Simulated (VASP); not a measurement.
Level of theory: PBE GGA, VASP's PBE PAW potentials (set 64) (plane waves; VASP).

A VASP calculation is set up with these files.

**INCAR**
```
# general
SYSTEM   =  Lu
PREC     =  Accurate
ENCUT    =  400
LREAL    =  F
LASPH    =  T

# electronic loop
EDIFF    =  1E-8   # SCF stop (eV)
NELM     =  100
ALGO     =  Normal   # blocked Davidson
LMAXMIX  =  6   # l cut-off of mixed one-centre charges

# smearing
ISMEAR   =  1   # Methfessel-Paxton
SIGMA    =  0.1

# functional
GGA      =  PE

# ions
IBRION   =  1
NSW      =  30
ISIF     =  2
EDIFFG   =  -0.001

# output
LWAVE    =  F
LCHARG   =  F
```

POSCAR:
```
Lu
1.0
  1.7566728299  -3.0426466815   0.0000000000
  1.7566728299   3.0426466815   0.0000000000
  0.0000000000   0.0000000000   5.4844237559
Lu
2
direct
  0.3333330000   0.6666670000   0.2500000000
  0.6666670000   0.3333330000   0.7500000000
```

**KPOINTS**
```
Automatic mesh
0
Gamma
11 11 6
0 0 0
```

POTCAR, in this order: Lu_3 (PBE.64 set). Program: vasp_std.

**Question.** Estimate the energy per atom (σ→0), band gap (on the k-mesh).

**Answer.** 
```yaml
energy per atom (σ→0): -4.455 eV/atom
band gap (on the k-mesh): none (metal, semimetal or under 0.01 eV)
```

### OSZICAR
```
...
DAV:   8    -0.890977281574E+01    0.12801E-03   -0.45126E-03  2763   0.946E-01    0.101E-01
DAV:   9    -0.890978252524E+01   -0.97095E-05   -0.20442E-04  2875   0.227E-01    0.297E-02
DAV:  10    -0.890977819645E+01    0.43288E-05   -0.21754E-05  2851   0.733E-02    0.341E-02
DAV:  11    -0.890977870535E+01   -0.50891E-06   -0.15433E-06  2806   0.180E-02    0.243E-03
DAV:  12    -0.890977888956E+01   -0.18421E-06   -0.18133E-07  3002   0.641E-03    0.181E-03
DAV:  13    -0.890977885572E+01    0.33846E-07   -0.48773E-09  1627   0.148E-03    0.144E-04
DAV:  14    -0.890977885565E+01    0.66166E-10   -0.10712E-09  1477   0.112E-03
   1 F= -.89097789E+01 E0= -.89108005E+01  d E =-.890978E+01
```

The compound is Lu in the hcp structure. It was relaxed first. The start is the result of an earlier pass.
